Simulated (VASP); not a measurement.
Input:

```xyz
4
Lattice="3.9197 0.0000 0.0000 0.0000 3.9197 0.0000 0.0000 0.0000 3.9197" Properties=species:S:1:pos:R:3 pbc="T T T"
Sc     0.0000     0.0000     0.0000
Al     0.0000     1.9598     1.9598
Al     1.9598     0.0000     1.9598
Al     1.9598     1.9598     0.0000
```

These are LDA (Ceperley-Alder, Perdew-Zunger), VASP's LDA PAW potentials (set 64) (plane waves; VASP) values and carry that method's errors. Settings: 500 eV cut-off, 8×8×8 Γ-centred mesh, first-order Methfessel-Paxton smearing of 0.10 eV, potentials Sc_sv Al.

Energy and stress use the plane-wave basis of the starting cell.

Q: The ions, cell shape and volume at an external pressure of 20.0 GPa are relaxed. Predict the relaxed structure.

A: 
```xyz
4
Lattice="3.8363 0.0000 0.0000 0.0000 3.8363 0.0000 0.0000 0.0000 3.8363" Properties=species:S:1:pos:R:3 pbc="T T T"
Sc     0.0000     0.0000     0.0000
Al     0.0000     1.9181     1.9181
Al     1.9181     0.0000     1.9181
Al     1.9181     1.9181     0.0000
```
Space group Pm-3m (221), at a tolerance of 0.03 Å.

Q: How do energy and volume change from the first to the last step?

A: The energy (σ→0) changes by +86.1 meV/atom and the volume by -6.2 %, in 3 ionic steps.

The compound is Al3Sc in the L1_2 structure. This run relaxes it under an external pressure of 20 GPa. Symmetry was kept, so distortions that lower it aren't found.
